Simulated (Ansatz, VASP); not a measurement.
Two plane-wave programs on MgSnO2

```
Mg Sn O
1.0
     3.18427    0.00000    0.00000
    -1.59214    2.75766    0.00000
     0.00000    0.00000    5.93671
Mg Sn O
1 1 2
Direct
  0.00000 0.00000 0.00000
  0.00000 0.00000 0.50000
  0.33333 0.66667 0.80167
  0.66667 0.33333 0.19833
```

Alike in both runs: functional PBE; k mesh 6 × 6 × 4; occupations gaussian, width 0.1 eV; no spin polarisation.

Ansatz relaxed the structure, and its values are those at the end. VASP's run is a single point on that final structure, the one shown.

|  | VASP | Ansatz |
| --- | --- | --- |
| version | VASP 6.6.1 | Ansatz 0.2.0 |
| potentials or method | VASP PAW PBE potentials, release 64 (Mg, Sn_d, O) | scalar-relativistic, plane waves, PAW |
| plane-wave cutoff (eV) | 520 | 420 |
| valence electrons in the cell | 28 | 36 |

```tsv
	VASP	Ansatz	Ansatz less VASP
gap on the k mesh at the Fermi level (eV)	0.42	0.43	+0.006
least direct gap on the mesh (eV)	0.99	0.99	+0.004
pressure (GPa)	-0.3	0.0	+0.31
rms of the force components (eV/Å)	0.014	0.000	-0.0136
```

With one functional, cell and mesh, what is left measures potentials, basis and numerics. The two sets of potentials don't hold the same shells in valence.

Caveats: spin-orbit coupling is left out, which moves the levels of the heavy elements.
